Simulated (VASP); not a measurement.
Computed with PBEsol GGA, VASP's PBE PAW potentials (set 64) (plane waves; VASP 6.6.1).

VASP input:

### KPOINTS
```
Regular mesh
0
Gamma
 7 7 7
0 0 0
```

INCAR:
```
ALGO=Normal
EDIFF=1E-6
EDIFFG=-0.02
ENCUT=500
GGA=PS
IBRION=2
ISIF=3
ISMEAR=1
LASPH=T
LCHARG=F
LMAXMIX=4
LREAL=F
LWAVE=F
NELM=100
NSW=40
PREC=Accurate
PSTRESS=450
SIGMA=0.1
SYSTEM=CsPbCl3
```

POSCAR:
```
CsPbCl3
1.0
  4.7045648986   0.0000000000   0.0000000000
  0.0000000000   4.7045648986   0.0000000000
  0.0000000000   0.0000000000   4.7045648986
Cs Pb Cl
1 1 3
Cart
  0.0000000000   0.0000000000   4.7045648986
  2.3522824493   2.3522824493   2.3522824493
  2.3522824493   0.0000000000   2.3522824493
  0.0000000000   2.3522824493   2.3522824493
  2.3522824493   2.3522824493   4.7045648986
```

POTCAR, in this order: Cs_sv Pb_d Cl (PBE.64 set). Program: vasp_std.

The run wrote:

OUTCAR:
```
 ion  position               nearest neighbor table
   1  0.000  0.000  0.000-
   2  0.500  0.500  0.500-   3 2.35   4 2.35   5 2.35   5 2.35   3 2.35   4 2.35
   3  0.500  0.000  0.500-   2 2.35   2 2.35
   4  0.000  0.500  0.500-   2 2.35   2 2.35
   5  0.500  0.500  0.000-   2 2.35   2 2.35
  LATTYP: Found a simple cubic cell.
 ALAT       =     4.7045648986
 Subroutine PRICEL returns:
 Original cell was already a primitive cell.
 Subroutine GETGRP returns: Found 48 space group operations
The static configuration has the point symmetry O_h .
The dynamic configuration has the point symmetry O_h .
 Subroutine INISYM returns: Found 48 space group operations
 Subroutine IBZKPT returns following result:
 Found     20 irreducible k-points:

 Following reciprocal coordinates:
            Coordinates               Weight
  0.000000  0.000000  0.000000      1.000000
  0.142857  0.000000  0.000000      6.000000
  0.285714  0.000000  0.000000      6.000000
  0.428571  0.000000  0.000000      6.000000
  0.142857  0.142857  0.000000     12.000000
  0.285714  0.142857  0.000000     24.000000
  0.428571  0.142857  0.000000     24.000000
  0.285714  0.285714  0.000000     12.000000
  0.428571  0.285714  0.000000     24.000000
  0.428571  0.428571  0.000000     12.000000
  0.142857  0.142857  0.142857      8.000000
  0.285714  0.142857  0.142857     24.000000
  0.428571  0.142857  0.142857     24.000000
  0.285714  0.285714  0.142857     24.000000
  0.428571  0.285714  0.142857     48.000000
  0.428571  0.428571  0.142857     24.000000
  0.285714  0.285714  0.285714      8.000000
  0.428571  0.285714  0.285714     24.000000
  0.428571  0.428571  0.285714     24.000000
  0.428571  0.428571  0.428571      8.000000
   k-points           NKPTS =     20   k-points in BZ     NKDIM =     20   number of bands    NBANDS=     26
   number of dos      NEDOS =    301   number of ions     NIONS =      5
   total plane-waves  NPLWV =  46656
   dimension x,y,z NGX =    36 NGY =   36 NGZ =   36
   dimension x,y,z NGXF=    72 NGYF=   72 NGZF=   72
   ions per type =               1   1   3
   PREC   = accura    normal or accurate (medium, high low for compatibility)
   ISTART =      0    job   : 0-new  1-cont  2-samecut
   ICHARG =      2    charge: 1-file 2-atom 10-const
   ISPIN  =      1    spin polarized calculation?
   LNONCOLLINEAR =      F non collinear calculations
   LSORBIT =      F    spin-orbit coupling
   INIWAV =      1    electr: 0-lowe 1-rand  2-diag
   ENCUT  =  500.0 eV  36.75 Ry    6.06 a.u.   8.58  8.58  8.58*2*pi/ulx,y,z
   NELM   =    100;   NELMIN=  2; NELMDL= -5     # of ELM steps
   EDIFF  = 0.1E-05   stopping-criterion for ELM
   LREAL  =      F    real-space projection
   NLSPLINE    = F    spline interpolate recip. space projectors
   LMAXMIX     =    4 max onsite mixed and CHGCAR
   VOSKOWN=      0    Vosko Wilk Nusair interpolation
   EDIFFG = -.2E-01   stopping-criterion for IOM
   NSW    =     40    number of steps for IOM
   NBLOCK =      1;   KBLOCK =     40    inner block; outer block
   IBRION =      2    ionic relax: 0-MD 1-quasi-New 2-CG
   NFREE  =      1    steps in history (QN), initial steepest desc. (CG)
   ISIF   =      3    stress and relaxation
   ISYM   =      2    0-nonsym 1-usesym 2-fastsym
   TEIN   =    0.0    initial temperature
   TEBEG  =    0.0;   TEEND  =   0.0 temperature during run
   SMASS  =  -3.00    Nose mass-parameter (am)
   PSTRESS=  450.0 pullay stress
   NELECT =      44.0000    total number of electrons
   EFERMI =   0.00;   METHOD = LEGACY
   ISMEAR =     1;   SIGMA  =   0.10  broadening in eV -4-tet -1-fermi 0-gaus
   IALGO  =     38    algorithm
   LDIAG  =      T    sub-space diagonalisation (order eigenvalues)
...
```

OSZICAR:
```
       N       E                     dE             d eps       ncg     rms          rms(c)
DAV:   1     0.469878427445E+03    0.46988E+03   -0.20914E+04  1040   0.169E+03
DAV:   2     0.507689132509E+02   -0.41911E+03   -0.40780E+03  1158   0.414E+02
DAV:   3    -0.995248329919E+01   -0.60721E+02   -0.59196E+02  1334   0.152E+02
DAV:   4    -0.124388538251E+02   -0.24864E+01   -0.24780E+01  1294   0.325E+01
DAV:   5    -0.125220603927E+02   -0.83207E-01   -0.83124E-01  1510   0.624E+00    0.211E+01
DAV:   6    -0.121407093343E+02    0.38135E+00   -0.76387E-01  1458   0.772E+00    0.125E+01
DAV:   7    -0.121086336976E+02    0.32076E-01   -0.67371E-01  1588   0.531E+00    0.146E+00
DAV:   8    -0.120967865247E+02    0.11847E-01   -0.14773E-01  1500   0.373E+00    0.474E-01
DAV:   9    -0.120966984670E+02    0.88058E-04   -0.90940E-03  1606   0.105E+00    0.352E-02
DAV:  10    -0.120967690383E+02   -0.70571E-04   -0.40366E-04  1564   0.135E-01    0.282E-02
DAV:  11    -0.120967795513E+02   -0.10513E-04   -0.41907E-05  1458   0.716E-02    0.123E-02
DAV:  12    -0.120967809285E+02   -0.13773E-05   -0.56190E-06  1292   0.183E-02    0.843E-03
DAV:  13    -0.120967811192E+02   -0.19070E-06   -0.10440E-06   908   0.669E-03
   1 F= 0.17148805E+02 E0= 0.17148759E+02  d E =0.171488E+02
       N       E                     dE             d eps       ncg     rms          rms(c)
DAV:   1    -0.118858715031E+02    0.21091E+00   -0.54151E-01  1346   0.114E+01    0.953E-01
DAV:   2    -0.118702230650E+02    0.15648E-01   -0.36211E-02  1412   0.333E+00    0.290E-01
DAV:   3    -0.118670565443E+02    0.31665E-02   -0.11554E-02  1502   0.175E+00    0.161E-01
DAV:   4    -0.118670494233E+02    0.71210E-05   -0.46744E-04  1594   0.181E-01    0.138E-01
DAV:   5    -0.118670486594E+02    0.76393E-06   -0.72480E-05  1382   0.104E-01    0.250E-02
DAV:   6    -0.118670534829E+02   -0.48235E-05   -0.11395E-05  1604   0.257E-02    0.496E-03
DAV:   7    -0.118670532235E+02    0.25933E-06   -0.90584E-07   842   0.109E-02
   2 F= 0.17150333E+02 E0= 0.17150286E+02  d E =0.152810E-02
       N       E                     dE             d eps       ncg     rms          rms(c)
DAV:   1    -0.120398598640E+02   -0.17281E+00   -0.27284E-01  1322   0.817E+00    0.670E-01
DAV:   2    -0.120320857161E+02    0.77741E-02   -0.18253E-02  1418   0.234E+00    0.205E-01
DAV:   3    -0.120304874889E+02    0.15982E-02   -0.57903E-03  1502   0.124E+00    0.113E-01
DAV:   4    -0.120304718507E+02    0.15638E-04   -0.23200E-04  1568   0.129E-01    0.992E-02
DAV:   5    -0.120304504907E+02    0.21360E-04   -0.34619E-05  1376   0.734E-02    0.186E-02
DAV:   6    -0.120304479353E+02    0.25554E-05   -0.60843E-06  1498   0.186E-02    0.438E-03
DAV:   7    -0.120304477971E+02    0.13827E-06   -0.36710E-07   660   0.814E-03
   3 F= 0.17148496E+02 E0= 0.17148450E+02  d E =-.309028E-03
```

**OUTCAR**
```
------------------------ aborting loop because EDIFF is reached ----------------------------------------
  FORCE on cell =-STRESS in cart. coord.  units (eV):
  Direction    XX          YY          ZZ          XY          YZ          ZX
  --------------------------------------------------------------------------------------
  Total       29.1792414     29.1792414     29.1792414      0.0000000      0.0000000      0.0000000
  in kB      450.0045968    450.0045968    450.0045968      0.0000000      0.0000000      0.0000000
  external PRESSURE =       0.0045968 kB  Pullay stress =     450.0000000 kB
  volume of cell :      103.89
      direct lattice vectors                 reciprocal lattice vectors
     4.700988727  0.000000000  0.000000000     0.212721208  0.000000000  0.000000000
     0.000000000  4.700988727  0.000000000    -0.000000000  0.212721208  0.000000000
    -0.000000000 -0.000000000  4.700988727    -0.000000000  0.000000000  0.212721208
 POSITION                                       TOTAL-FORCE (eV/Angst)
 -----------------------------------------------------------------------------------
      0.00000      0.00000      0.00000         0.000000      0.000000      0.000000
      2.35049      2.35049      2.35049        -0.000000     -0.000000      0.000000
      2.35049     -0.00000      2.35049         0.000000      0.000000      0.000000
     -0.00000      2.35049      2.35049         0.000000      0.000000      0.000000
      2.35049      2.35049      0.00000         0.000000      0.000000      0.000000
 -----------------------------------------------------------------------------------
    total drift:                                0.000000      0.000000      0.000000
  FREE ENERGIE OF THE ION-ELECTRON SYSTEM (eV)
  ---------------------------------------------------
  free  energy   TOTEN  =       -12.0304477971 eV

  energy  without entropy=      -12.0305850199  energy(sigma->0) =      -12.03049354
  enthalpy is  TOTEN    =        17.1484955368 eV   P V=       29.1789433338

 reached required accuracy - stopping structural energy minimisation
```
(Selected blocks of OUTCAR.)

### CONTCAR
```
CsPbCl3
   1.00000000000000
     4.7009887269121995    0.0000000000000000    0.0000000000000000
     0.0000000000000000    4.7009887269121995    0.0000000000000000
    -0.0000000000000000   -0.0000000000000000    4.7009887269121995
  Cs              Pb              Cl
     1     1     3
Direct
     0.0000000000000000    0.0000000000000000    0.0000000000000000
     0.5000000000000000    0.5000000000000000    0.5000000000000000
     0.5000000000000000    0.0000000000000000    0.5000000000000000
     0.0000000000000000    0.5000000000000000    0.5000000000000000
     0.5000000000000000    0.5000000000000000    0.0000000000000000
```

The compound is CsPbCl3 in the cubic perovskite structure, the ideal cubic form; the compound distorts at low or room temperature. This run relaxes it under an external pressure of 45 GPa. Symmetry was kept, so distortions that lower it aren't found.
